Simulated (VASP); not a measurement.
Si:

```
Si
1.0
     3.84928    0.00000    0.00000
     0.00000    5.44370    0.00000
     0.00000    0.00000    3.84928
Si
4
Direct
  0.00000 0.00000 0.00000
  0.50000 0.50000 0.50000
  0.00000 0.25000 0.50000
  0.50000 0.75000 0.00000
```

```yaml
Program: VASP 6.6.1
Task: relaxation of cell and atoms
Functional: PBE
Potentials_or_basis: VASP PAW PBE potentials, release 64 (Si)
Cutoff: 600 eV
k_mesh: 6 × 5 × 6
Occupations: gaussian, width 0.02 eV
Spin: no spin polarisation
```

At the start: pressure 1.3 GPa; volume 20.16 Å³/atom.

Where does the relaxation end?

Over 5 steps the energy falls by 8.2 meV/atom and the volume is 20.44 Å³/atom (+1.4 %); space group Imma (No. 74, to 0.05 Å).

The path:
| step | energy change (eV) | largest force (eV/Å) | pressure (GPa) | volume (Å³) |
| --- | --- | --- | --- | --- |
| 1 | 0.0000 | 0.0000 | 1.29 | 80.66 |
| 2 | -0.0209 | 0.0000 | 0.46 | 81.33 |
| 3 | -0.0213 | 0.0000 | 0.45 | 81.35 |
| 4 | -0.0242 | 0.0000 | 0.34 | 81.45 |
| 5 | -0.0328 | 0.0000 | 0.01 | 81.75 |

Final structure:
```
Si
1.0
     3.84928    0.00000    0.00000
     0.00000    5.44370    0.00000
     0.00000    0.00000    3.90124
Si
4
Direct
  0.00000 0.00000 0.00000
  0.50000 0.50000 0.50000
  0.00000 0.25000 0.50000
  0.50000 0.75000 0.00000
```

Caveat: the real-space grid breaks the cell's symmetry a little.
